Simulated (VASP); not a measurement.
A convergence study with VASP on KZnF₃ (cubic perovskite): one setting is varied, all else stays as given below, so the limit is that of these other settings.

```yaml
crystal:
  lattice:
    - [4.05000, 0.00000, 0.00000]
    - [0.00000, 4.05000, 0.00000]
    - [0.00000, 0.00000, 4.05000]
  atoms:
    - { symbol: K, position: [0.00000, 0.00000, 0.00000] }
    - { symbol: Zn, position: [0.50000, 0.50000, 0.50000] }
    - { symbol: F, position: [0.50000, 0.00000, 0.50000] }
    - { symbol: F, position: [0.00000, 0.50000, 0.50000] }
    - { symbol: F, position: [0.50000, 0.50000, 0.00000] }
```

Method: PBE GGA, VASP's PBE PAW potentials (set 64) (plane waves; VASP). The tightest run used: 700 eV cut-off, 14×14×14 Γ-centred mesh, Gaussian smearing of 0.050 eV, potentials K_sv Zn F.

```
setting     E (eV/atom)  pressure (GPa)  irreducible k-points
----------  -----------  --------------  --------------------
1×1×1 mesh      -3.7299            6.56                     1
2×2×2 mesh      -4.0560            4.83                     4
4×4×4 mesh      -4.0557            4.78                    10
```

Problem. These are the cheaper rows. Estimate the results at 14×14×14 mesh, and how far the last row shown lies from them.

Solution. 
```json
[
 {"quantity": "E (eV/atom)", "tightest run": "-4.0557", "last row shown is off by": "0.0000"},
 {"quantity": "pressure (GPa)", "tightest run": "4.78", "last row shown is off by": "0.01"}
]
```

Left out are rungs that failed or repeat a setting and relaxations that didn't move; long series are thinned to 24 rows.

The compound is KZnF3 in the cubic perovskite structure. The cell was not relaxed at this level.
